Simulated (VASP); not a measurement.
Input:

```
GaGe63
1.0
   11.56740     0.00000     0.00000
    0.00000    11.56740     0.00000
    0.00000     0.00000    11.56740
Ge Ga
63 1
Direct
  0.50004   0.00009   0.00009
  0.62503   0.12499   0.12509
  0.74993   0.24995   0.99983
  0.87518   0.37484   0.12485
  0.74993   0.99956   0.25015
  0.87522   0.12481   0.37483
  0.00001   0.99998   0.00000
  0.12487   0.12493   0.12492
  0.25018   0.25007   0.00046
  0.37537   0.37528   0.12554
  0.49998   0.49992   0.00004
  0.62476   0.62480   0.12517
  0.74994   0.74995   0.00032
  0.87508   0.87515   0.12491
  0.25018   0.00056   0.25018
  0.37537   0.12575   0.37532
  0.50090   0.25077   0.25080
  0.62478   0.37620   0.37615
  0.74995   0.49983   0.25016
  0.87466   0.62498   0.37541
  0.50000   0.00001   0.49996
  0.62469   0.12532   0.62476
  0.74995   0.25017   0.49975
  0.87495   0.37518   0.62482
  0.74988   0.00039   0.74984
  0.87507   0.12494   0.87511
  0.99998   0.49994   0.00016
  0.12481   0.62516   0.12490
  0.25000   0.75000   0.99982
  0.37477   0.87535   0.12481
  0.00044   0.25010   0.25012
  0.12544   0.37532   0.37528
  0.25052   0.50055   0.25045
  0.37564   0.62493   0.37566
  0.49979   0.74991   0.25013
  0.62491   0.87466   0.37545
  0.99994   0.99997   0.49999
  0.12484   0.12484   0.62509
  0.25034   0.25039   0.50066
  0.37477   0.37572   0.62569
  0.62450   0.62421   0.62553
  0.74939   0.74927   0.50085
  0.87498   0.87510   0.62506
  0.25009   0.99964   0.74991
  0.37483   0.12474   0.87529
  0.49973   0.25005   0.75004
  0.62476   0.37509   0.87501
  0.75020   0.49990   0.75030
  0.87537   0.62523   0.87538
  0.99966   0.74996   0.25012
  0.12474   0.87536   0.37481
  0.00003   0.49996   0.49993
  0.12504   0.62496   0.62469
  0.25018   0.74993   0.49964
  0.37522   0.87486   0.62483
  0.99978   0.24998   0.74994
  0.12450   0.37476   0.87554
  0.24950   0.50017   0.75055
  0.37517   0.62501   0.87509
  0.50023   0.74995   0.75009
  0.62515   0.87535   0.87530
  0.00029   0.75000   0.74986
  0.12488   0.87514   0.87511
  0.49953   0.50002   0.50071
```
Cell charge +1.

The numbers are results of HSE06 screened hybrid, VASP's PBE PAW potentials (set 64) (plane waves; VASP 6.6.1), not measurements. Numerical set-up: PREC = Normal, LREAL = Auto, ISYM = 0, NELECT = 254.0, EDIFF = 1E-5, 400 eV cut-off, 1×1×1 Γ-centred mesh, Gaussian smearing of 0.050 eV, potentials Ge Ga.

The cell is charged, with a uniform compensating background. The supercell is sampled at Γ alone, which is coarse: total energies, pressure and levels can be off, energies of defects by several tenths of an eV.

Task: What does the run give for the energy per atom (σ→0), largest force?

Result: 
```yaml
energy per atom (σ→0): -5.226 eV/atom
largest_force: 0.220 eV/Å
```

Only differences to runs with the same potentials and settings are physical.

The cell is a supercell with a defect, built from Ge (diamond): Ga_Ge, charge +1. The cell's shape comes from a PBE relaxation. The run is not spin-polarised, so no state with unpaired spins was tried.
